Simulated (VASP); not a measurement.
# InAs: how numerical settings change the zone-centre modes

How far do the zone-centre frequencies of InAs depend on the numerical settings? The starting structure is a measured crystal structure from the Crystallography Open Database.

Calculated with VASP 6.6.1; Kohn-Sham DFT with plane waves and PAW; LDA.

## Step 1: Set-up

The structure is cubic, space group F-43m (No. 216). The conventional cell has a = 6.058 Å, b = 6.058 Å, c = 6.058 Å, α = 90.00°, β = 90.00°, γ = 90.00°. Nearest to In lie 4 As at 2.62 Å. As has 4 In at 2.62 Å nearest. Farther neighbours are not listed.

Structure file:

```cif
data_structure
_symmetry_space_group_name_H-M 'P 1'
_symmetry_Int_Tables_number 1
_cell_length_a 4.2837
_cell_length_b 4.2837
_cell_length_c 4.2837
_cell_angle_alpha 60.000
_cell_angle_beta 60.000
_cell_angle_gamma 60.000
_cell_volume 55.58
loop_
_atom_site_label
_atom_site_type_symbol
_atom_site_fract_x
_atom_site_fract_y
_atom_site_fract_z
_atom_site_occupancy
In1 In 0.00000 0.00000 0.00000 1
As2 As 0.75000 0.75000 0.75000 1
```

## Step 2: Reference modes

The cell comes from a relaxation at this level, not shown (54.95 Å³).

Contents of INCAR:

```
SYSTEM = InAs
PREC = Accurate
ENCUT = 450
EDIFF = 1E-08
NELM = 100
ISMEAR = 0
SIGMA = 0.03
LREAL = .FALSE.
ALGO = Normal
GGA = CA
NBANDS = 15
LORBIT = 11
LWAVE = .FALSE.
LCHARG = .FALSE.
KPAR = 2
IBRION = 8
LEPSILON = .TRUE.
ISIF = 2
```

Contents of POSCAR:

```
InAs
1.0
    0.0000000000      3.0174383242      3.0174383242
    3.0174383242      0.0000000000      3.0174383242
    3.0174383242      3.0174383242      0.0000000000
In As
1 1
Direct
    0.0000000000      0.0000000000      0.0000000000
    0.7500000000      0.7500000000      0.7500000000
```

Contents of KPOINTS:

```
Automatic mesh
0
Gamma
6 6 6
0 0 0
```

The projector-augmented-wave data sets are In_d and As (LDA family, release 64).

The run is started by

```
$ mpirun -np 2 vasp_std
```

What it wrote:

```text
[banner, memory and clock lines left out]
running    2 mpi-ranks, on    1 nodes
 distrk:  each k-point on    1 cores,    2 groups
 distr:  one band on    1 cores,    1 groups

 POSCAR found type information on POSCAR InAs
 POSCAR found :  2 types and       2 ions
 LDA part: xc-table for (Slater(with rela. corr.)+CA(PZ))
 , standard interpolation
 POSCAR, INCAR and KPOINTS ok, starting setup
 FFT: planning ... GRIDC
 FFT: planning ... GRID_SOFT
 FFT: planning ... GRID
 WAVECAR not read
 entering main loop
       N       E                     dE             d eps       ncg     rms          rms(c)
DAV:   1     0.107708605237E+03    0.10771E+03   -0.76178E+03   480   0.115E+03
DAV:   2    -0.188060534745E+01   -0.10959E+03   -0.10535E+03   508   0.285E+02
DAV:   3    -0.914283426501E+01   -0.72622E+01   -0.72326E+01   641   0.774E+01
DAV:   4    -0.932229875420E+01   -0.17946E+00   -0.17942E+00   591   0.136E+01
DAV:   5    -0.933031838925E+01   -0.80196E-02   -0.80196E-02   734   0.241E+00    0.473E+00
DAV:   6    -0.905241382699E+01    0.27790E+00   -0.39733E-01   736   0.112E+01    0.261E+00
DAV:   7    -0.901301456710E+01    0.39399E-01   -0.11144E-01   696   0.311E+00    0.692E-01
DAV:   8    -0.900955516767E+01    0.34594E-02   -0.11662E-02   621   0.130E+00    0.220E-01
DAV:   9    -0.900945281671E+01    0.10235E-03   -0.75538E-04   606   0.237E-01    0.140E-01
DAV:  10    -0.900947601993E+01   -0.23203E-04   -0.11663E-04   694   0.191E-01    0.667E-02
DAV:  11    -0.900947930370E+01   -0.32838E-05   -0.33933E-05   710   0.112E-01    0.400E-02
DAV:  12    -0.900947752384E+01    0.17799E-05   -0.40495E-06   689   0.269E-02    0.601E-03
DAV:  13    -0.900947756536E+01   -0.41519E-07   -0.54662E-07   634   0.451E-03    0.254E-03
DAV:  14    -0.900947755941E+01    0.59438E-08   -0.27506E-08   591   0.285E-03
   1 F= -.90094776E+01 E0= -.90093704E+01  d E =-.214253E-03
 Linear response reoptimize wavefunctions to high precision
DAV:   1    -0.900947755978E+01   -0.37244E-09   -0.36981E-09   549   0.825E-04
DAV:   2    -0.900947755985E+01   -0.61846E-10   -0.58392E-10   310   0.187E-04
 Linear response G [H, r] |phi>, progress :
  Direction:   1
       N       E                     dE             d eps       ncg     rms
RMM:   1    -0.531768159763E+02   -0.53177E+02    0.36790E+02   635   0.130E+02
RMM:   2    -0.695151272033E+02   -0.16338E+02   -0.17751E+01   859   0.324E+01
RMM:   3    -0.700024325671E+02   -0.48731E+00   -0.21310E+00   907   0.118E+01
RMM:   4    -0.700418925262E+02   -0.39460E-01   -0.40084E-01   919   0.425E+00
RMM:   5    -0.700471040767E+02   -0.52116E-02   -0.10643E-01   963   0.182E+00
RMM:   6    -0.700479603772E+02   -0.85630E-03   -0.91117E-03   968   0.567E-01
RMM:   7    -0.700481181210E+02   -0.15774E-03   -0.15511E-03   986   0.202E-01
RMM:   8    -0.700481283286E+02   -0.10208E-04   -0.22725E-04   992   0.871E-02
RMM:   9    -0.700481408523E+02   -0.12524E-04   -0.10879E-04   988   0.316E-02
RMM:  10    -0.700481393346E+02    0.15177E-05    0.37277E-05   993   0.124E-02
RMM:  11    -0.700481403608E+02   -0.10262E-05   -0.16235E-04   895   0.490E-03
RMM:  12    -0.700481390814E+02    0.12794E-05    0.13882E-04   801   0.189E-03
RMM:  13    -0.700481402188E+02   -0.11374E-05    0.41712E-06   778   0.751E-04
RMM:  14    -0.700481391730E+02    0.10459E-05    0.86419E-06   724   0.454E-04
RMM:  15    -0.700481399092E+02   -0.73621E-06    0.58932E-06   591   0.293E-04
RMM:  16    -0.700481392012E+02    0.70801E-06    0.18210E-05   522   0.227E-04
RMM:  17    -0.700481380063E+02    0.11949E-05    0.13344E-05   473   0.205E-04
RMM:  18    -0.700481395756E+02   -0.15693E-05    0.21143E-05   432   0.195E-04
RMM:  19    -0.700481394208E+02    0.15474E-06    0.19524E-06   416   0.190E-04
RMM:  20    -0.700481399107E+02   -0.48990E-06    0.32965E-05   414   0.188E-04
 Linear response G [H, r] |phi>, progress :
  Direction:   2
       N       E                     dE             d eps       ncg     rms
RMM:   1    -0.527355155304E+02   -0.52736E+02    0.34055E+02   630   0.128E+02
RMM:   2    -0.709121886963E+02   -0.18177E+02   -0.19237E+01   862   0.317E+01
RMM:   3    -0.712371447240E+02   -0.32496E+00   -0.21302E+00   902   0.113E+01
RMM:   4    -0.712572224992E+02   -0.20078E-01   -0.40868E-01   929   0.431E+00
RMM:   5    -0.712608576977E+02   -0.36352E-02   -0.10740E-01   955   0.181E+00
RMM:   6    -0.712616257610E+02   -0.76806E-03   -0.12487E-02   966   0.632E-01
RMM:   7    -0.712617650596E+02   -0.13930E-03   -0.11723E-03   965   0.183E-01
RMM:   8    -0.712617860108E+02   -0.20951E-04   -0.16075E-04   982   0.778E-02
RMM:   9    -0.712617910187E+02   -0.50079E-05   -0.46390E-05   988   0.357E-02
RMM:  10    -0.712617918104E+02   -0.79173E-06    0.39225E-05   985   0.124E-02
RMM:  11    -0.712617921724E+02   -0.36198E-06   -0.18969E-04   889   0.460E-03
RMM:  12    -0.712617922003E+02   -0.27883E-07    0.38214E-05   810   0.203E-03
RMM:  13    -0.712617922718E+02   -0.71518E-07   -0.72763E-06   775   0.859E-04
RMM:  14    -0.712617922490E+02    0.22832E-07    0.59767E-06   701   0.534E-04
RMM:  15    -0.712617922575E+02   -0.85068E-08   -0.34477E-06   599   0.298E-04
RMM:  16    -0.712617922580E+02   -0.50788E-09    0.64700E-06   505   0.232E-04
RMM:  17    -0.712617922576E+02    0.32574E-09   -0.52716E-06   469   0.208E-04
[...]
RMM:   7    -0.609591536354E+01   -0.49153E-03   -0.18177E-04  2580   0.814E-02    0.949E-03
RMM:   8    -0.609610935694E+01   -0.19399E-03   -0.61506E-04  2562   0.433E-02    0.645E-03
RMM:   9    -0.609610317451E+01    0.61824E-05   -0.10277E-05  2933   0.126E-02    0.361E-03
RMM:  10    -0.609614992500E+01   -0.46750E-04   -0.95593E-07  2683   0.361E-03    0.119E-03
RMM:  11    -0.609612211089E+01    0.27814E-04   -0.13338E-05  2708   0.163E-03    0.148E-03
RMM:  12    -0.609612350508E+01   -0.13942E-05   -0.41391E-06  2923   0.578E-04    0.110E-03
RMM:  13    -0.609612119523E+01    0.23098E-05   -0.72710E-07  2343   0.214E-04    0.332E-04
RMM:  14    -0.609612302153E+01   -0.18263E-05   -0.96215E-07  2295   0.141E-04    0.684E-05
RMM:  15    -0.609612324393E+01   -0.22239E-06   -0.47638E-07  1485   0.703E-05    0.519E-05
RMM:  16    -0.609612331530E+01   -0.71372E-07   -0.32146E-07  1057   0.526E-05    0.308E-05
RMM:  17    -0.609612387355E+01   -0.55826E-06   -0.20138E-07  1138   0.527E-05    0.508E-06
 change of polarisation eV/A/(eV/A) component  2 :     2.433    11.978     0.458
 dielectric tensor                  component  2 :     8.012    40.447     1.509
 Linear response to external field, progress :
  Direction:   3
       N       E                     dE             d eps       ncg     rms          rms(c)
RMM:   1    -0.235748348410E+01   -0.23575E+01   -0.51146E+00  1813   0.629E+00
RMM:   2    -0.614603042732E+01   -0.37885E+01   -0.24442E-01  2472   0.188E+00    0.190E+00
RMM:   3    -0.604682552165E+01    0.99205E-01   -0.81045E-02  2522   0.157E+00    0.111E+00
RMM:   4    -0.607801651343E+01   -0.31191E-01   -0.82615E-02  2500   0.158E+00    0.256E-01
RMM:   5    -0.609191996158E+01   -0.13903E-01   -0.71643E-03  2598   0.516E-01    0.811E-02
RMM:   6    -0.609542723646E+01   -0.35073E-02   -0.71676E-04  2685   0.181E-01    0.597E-02
RMM:   7    -0.609591531371E+01   -0.48808E-03   -0.13615E-04  2571   0.812E-02    0.925E-03
RMM:   8    -0.609611089726E+01   -0.19558E-03    0.21312E-04  2585   0.431E-02    0.636E-03
RMM:   9    -0.609610722313E+01    0.36741E-05   -0.70252E-05  2931   0.125E-02    0.361E-03
RMM:  10    -0.609615263876E+01   -0.45416E-04    0.24795E-05  2691   0.355E-03    0.122E-03
RMM:  11    -0.609612477241E+01    0.27866E-04    0.27479E-06  2714   0.162E-03    0.145E-03
RMM:  12    -0.609612703388E+01   -0.22615E-05    0.37676E-06  2913   0.580E-04    0.919E-04
RMM:  13    -0.609612444476E+01    0.25891E-05   -0.13880E-06  2398   0.221E-04    0.373E-04
RMM:  14    -0.609612525759E+01   -0.81283E-06   -0.29599E-06  2226   0.132E-04    0.604E-05
RMM:  15    -0.609612567636E+01   -0.41878E-06   -0.83165E-07  1388   0.688E-05    0.531E-05
RMM:  16    -0.609612629190E+01   -0.61554E-06   -0.10352E-06   999   0.499E-05    0.968E-06
 change of polarisation eV/A/(eV/A) component  3 :     2.023     0.884    11.978
 dielectric tensor                  component  3 :     6.663     2.912    40.447
 Linear response DOF=           2
 Linear response progress:
  Degree of freedom:   1/  2
       N       E                     dE             d eps       ncg     rms          rms(c)
RMM:   1    -0.235330467949E+00   -0.23533E+00   -0.87461E-02  1874   0.492E+00
RMM:   2    -0.237857911632E+00   -0.25274E-02   -0.13640E-02  2327   0.104E+00    0.852E-02
RMM:   3    -0.237865780602E+00   -0.78690E-05   -0.17279E-03  2520   0.323E-01    0.403E-02
RMM:   4    -0.237712749671E+00    0.15303E-03   -0.17118E-04  2639   0.114E-01    0.221E-02
RMM:   5    -0.237690398010E+00    0.22352E-04   -0.99517E-05  2688   0.385E-02    0.678E-03
RMM:   6    -0.237699400609E+00   -0.90026E-05   -0.12289E-04  2739   0.139E-02    0.248E-03
RMM:   7    -0.237705343452E+00   -0.59428E-05   -0.86329E-05  2674   0.391E-03    0.438E-04
RMM:   8    -0.237697797859E+00    0.75456E-05   -0.25936E-05  2732   0.174E-03    0.290E-04
RMM:   9    -0.237695856648E+00    0.19412E-05   -0.16459E-05  2652   0.810E-04    0.796E-05
RMM:  10    -0.237694829668E+00    0.10270E-05   -0.62596E-06  2758   0.370E-04    0.635E-05
RMM:  11    -0.237694557455E+00    0.27221E-06   -0.38693E-06  2872   0.187E-04    0.598E-05
RMM:  12    -0.237694320139E+00    0.23732E-06   -0.18937E-06  2881   0.103E-04    0.203E-05
RMM:  13    -0.237694327901E+00   -0.77628E-08   -0.13022E-06  2738   0.629E-05    0.748E-06
RMM:  14    -0.237694271635E+00    0.56266E-07   -0.64195E-07  2929   0.389E-05    0.620E-06
RMM:  15    -0.237694265169E+00    0.64663E-08   -0.39923E-07  2339   0.268E-05    0.279E-06
RMM:  16    -0.237694235960E+00    0.29209E-07   -0.19569E-07  2081   0.201E-05    0.235E-06
RMM:  17    -0.237694228006E+00    0.79534E-08   -0.12670E-07  2447   0.165E-05    0.303E-06
RMM:  18    -0.237694235324E+00   -0.73181E-08   -0.32688E-08  2713   0.147E-05    0.127E-05
 first order change of Fermi-energy  -0.80920E-04
 force on displaced ion       1 direction 1 :  -6.631  -0.000  -0.000
 Born effective charge ion    1 direction 1 :   2.422   0.000   0.000
 Linear response progress:
  Degree of freedom:   2/  2
       N       E                     dE             d eps       ncg     rms          rms(c)
RMM:   1    -0.472279968926E-01   -0.47228E-01    0.67582E-02  2861   0.157E+00
RMM:   2    -0.453072918019E-01    0.19207E-02    0.16548E-03  2191   0.568E-01    0.110E-01
RMM:   3    -0.460313754315E-01   -0.72408E-03   -0.20363E-03  2516   0.248E-01    0.464E-02
RMM:   4    -0.462233477984E-01   -0.19197E-03   -0.18436E-04  2564   0.874E-02    0.108E-02
RMM:   5    -0.462504270309E-01   -0.27079E-04   -0.22391E-05  2702   0.320E-02    0.596E-03
RMM:   6    -0.462335432191E-01    0.16884E-04   -0.55208E-06  2560   0.867E-03    0.135E-03
RMM:   7    -0.462333103254E-01    0.23289E-06   -0.12540E-07  2749   0.283E-03    0.107E-03
RMM:   8    -0.462333283509E-01   -0.18025E-07   -0.75543E-08  2662   0.114E-03    0.599E-04
RMM:   9    -0.462338239332E-01   -0.49558E-06    0.28760E-10  2643   0.458E-04    0.877E-05
RMM:  10    -0.462338412560E-01   -0.17323E-07    0.27304E-08  2759   0.175E-04    0.878E-05
RMM:  11    -0.462338520309E-01   -0.10775E-07   -0.82393E-08  2925   0.713E-05    0.171E-05
RMM:  12    -0.462338465446E-01    0.54864E-08    0.34072E-08  2720   0.255E-05    0.679E-06
 first order change of Fermi-energy   0.54785E-03
 force on displaced ion       2 direction 1 :  -6.617   0.000   0.000
 Born effective charge ion    2 direction 1 :  -3.092   0.000   0.000
 Born effective charges drift removed
 Linear response finished
```

The job ended after 2.9 min (2 MPI ranks of Intel Xeon Platinum 8259CL at 2.50GHz (Skylake/Cascade Lake), shared host; peak memory 0.44 GiB; 5.8 min of CPU time).

The logs omit lines about the potential files and the build; timing stands in the text.

OUTCAR, selected parts (step 2):

```text
ion  position               nearest neighbor table
   1  0.000  0.000  0.000-   2 2.61   2 2.61   2 2.61   2 2.61
   2  0.750  0.750  0.750-   1 2.61   1 2.61   1 2.61   1 2.61

  LATTYP: Found a face centered cubic cell.
 ALAT       =     6.0348766484

 Subroutine GETGRP returns: Found 24 space group operations
 (whereof 24 operations were pure point group operations)

The static configuration has the point symmetry T_d .

 Found     16 irreducible k-points:

   k-points           NKPTS =     16   k-points in BZ     NKDIM =     16   number of bands    NBANDS=     15

   dimension x,y,z NGX =    30 NGY =   30 NGZ =   30
   dimension x,y,z NGXF=    60 NGYF=   60 NGZF=   60

   ENCUT  =  450.0 eV  33.07 Ry    5.75 a.u.   7.38  7.38  7.38*2*pi/ulx,y,z

   NELECT =      18.0000    total number of electrons

 k-points in reciprocal lattice and weights: Automatic mesh
   0.00000000  0.00000000  0.00000000       0.005
   0.16666667  0.00000000  0.00000000       0.037
   0.33333333  0.00000000  0.00000000       0.037
   0.50000000  0.00000000  0.00000000       0.019
   0.16666667  0.16666667  0.00000000       0.028
   0.33333333  0.16666667  0.00000000       0.111
   0.50000000  0.16666667  0.00000000       0.111
  -0.33333333  0.16666667  0.00000000       0.111
  -0.16666667  0.16666667  0.00000000       0.056
[...]
-0.33333333  0.33333333  0.16666667       0.111
  -0.33333333  0.50000000  0.16666667       0.056

 average (electrostatic) potential at core
       1 -96.0605       2 -53.0415

  Total       -0.0014779     -0.0014779     -0.0014779      0.0000000      0.0000000     -0.0000000
  in kB       -0.0430930     -0.0430930     -0.0430930      0.0000000      0.0000000     -0.0000000
  external PRESSURE =      -0.0430930 kB  Pullay stress =       0.0000000 kB

  energy-cutoff  :      450.00
  volume of cell :       54.95
      direct lattice vectors                 reciprocal lattice vectors
     0.000000000  3.017438324  3.017438324    -0.165703470  0.165703470  0.165703470
     3.017438324  0.000000000  3.017438324     0.165703470 -0.165703470  0.165703470
     3.017438324  3.017438324  0.000000000     0.165703470  0.165703470 -0.165703470

 POSITION                                       TOTAL-FORCE (eV/Angst)
 -----------------------------------------------------------------------------------
      0.00000      0.00000      0.00000        -0.000000     -0.000000     -0.000000
      4.52616      4.52616      4.52616         0.000000      0.000000      0.000000
 -----------------------------------------------------------------------------------
    total drift:                                0.000000      0.000000      0.000000

 MACROSCOPIC STATIC DIELECTRIC TENSOR (including local field effects in DFT)
 ------------------------------------------------------
          40.447158     0.000000    -0.000000
           0.000000    40.447158     0.000000
           0.000000     0.000000    40.447158
 ------------------------------------------------------

 PIEZOELECTRIC TENSOR (including local field effects)  for field in x, y, z        (C/m^2)
          XX          YY          ZZ          XY          YZ          ZX
  --------------------------------------------------------------------------------
  x     0.00000    -0.00000     0.00000     0.00000     0.72180    -0.00000
  y     0.00000    -0.00000     0.00000    -0.00000     0.00000     0.72180
  z     0.00000     0.00000     0.00000     0.72180     0.00000     0.00000

 BORN EFFECTIVE CHARGES (including local field effects) (in |e|, cummulative output)
 ---------------------------------------------------------------------------------
 ion    1
    1     2.74260    -0.00000     0.00000
    2     0.00000     2.74260    -0.00000
    3    -0.00000    -0.00000     2.74260
 ion    2
    1    -2.74260     0.00000     0.00000
    2    -0.00000    -2.74260     0.00000
    3     0.00000     0.00000    -2.74260

 Eigenvectors and eigenvalues of the dynamical matrix
 ----------------------------------------------------

   1 f  =    5.974738 THz    37.540383 2PiTHz  199.295791 cm-1    24.709518 meV
             X         Y         Z           dx          dy          dz
      0.000000  0.000000  0.000000     0.628788    0.000000    0.000000
      4.526157  4.526157  4.526157    -0.777577   -0.000000    0.000000

   2 f  =    5.974738 THz    37.540383 2PiTHz  199.295791 cm-1    24.709518 meV
             X         Y         Z           dx          dy          dz
      0.000000  0.000000  0.000000    -0.000000    0.628788    0.000000
      4.526157  4.526157  4.526157     0.000000   -0.777577    0.000000

   3 f  =    5.974738 THz    37.540383 2PiTHz  199.295791 cm-1    24.709518 meV
             X         Y         Z           dx          dy          dz
      0.000000  0.000000  0.000000     0.000000    0.000000   -0.628788
      4.526157  4.526157  4.526157     0.000000    0.000000    0.777577

   4 f/i=    0.003129 THz     0.019661 2PiTHz    0.104375 cm-1     0.012941 meV
             X         Y         Z           dx          dy          dz
      0.000000  0.000000  0.000000    -0.489893   -0.603419   -0.022712
      4.526157  4.526157  4.526157    -0.396153   -0.487955   -0.018366

   5 f/i=    0.003129 THz     0.019661 2PiTHz    0.104375 cm-1     0.012941 meV
             X         Y         Z           dx          dy          dz
      0.000000  0.000000  0.000000     0.602146   -0.490362    0.039893
      4.526157  4.526157  4.526157     0.486926   -0.396531    0.032260

   6 f/i=    0.003129 THz     0.019661 2PiTHz    0.104375 cm-1     0.012941 meV
             X         Y         Z           dx          dy          dz
      0.000000  0.000000  0.000000     0.045281   -0.007546   -0.776220
      4.526157  4.526157  4.526157     0.036617   -0.006102   -0.627691

 MACROSCOPIC STATIC DIELECTRIC TENSOR IONIC CONTRIBUTION
 ------------------------------------------------------
           3.739785     0.000000    -0.000000
           0.000000     3.739785    -0.000000
          -0.000000    -0.000000     3.739785
 ------------------------------------------------------

 ELASTIC MODULI CONTR FROM IONIC RELAXATION (kBar)
 Direction    XX          YY          ZZ          XY          YZ          ZX
 --------------------------------------------------------------------------------
 XX          -0.0000     -0.0000     -0.0000     -0.0000      0.0000      0.0000
 YY          -0.0000     -0.0000     -0.0000     -0.0000     -0.0000      0.0000
 ZZ          -0.0000     -0.0000     -0.0000     -0.0000     -0.0000      0.0000
 XY          -0.0000     -0.0000     -0.0000   -303.9334      0.0000      0.0000
 YZ           0.0000     -0.0000     -0.0000      0.0000   -303.9334     -0.0000
 ZX           0.0000      0.0000      0.0000      0.0000     -0.0000   -303.9334
 --------------------------------------------------------------------------------

 PIEZOELECTRIC TENSOR IONIC CONTR  for field in x, y, z        (C/m^2)
          XX          YY          ZZ          XY          YZ          ZX
  --------------------------------------------------------------------------------
  x     0.00000    -0.00000    -0.00000     0.00000    -1.00319    -0.00000
  y     0.00000     0.00000     0.00000     0.00000    -0.00000    -1.00319
  z    -0.00000    -0.00000    -0.00000    -1.00319     0.00000     0.00000
```

Energies printed during the response cycles are not total energies of the cell. The run shows no gap at this level; if that holds and bands cross the Fermi level widely, this k-mesh is coarse for it.

Reference: the zone-centre mode is T2 199.3 cm⁻¹.

(Part 1 of 2 ends here.)

[Lines on the potential files, build, host, timing and source positions are cut from VASP's logs without a mark.]

[Logs are printed without paths, hosts, clocks, repeated set-up lines and the standing remarks that a program may print on its own settings, such as how far it seeks lower states.]

[Hosts, paths, dates, database ids (printed as entryN), source tags and the programs' standing remarks are cut or masked in the printed files.]
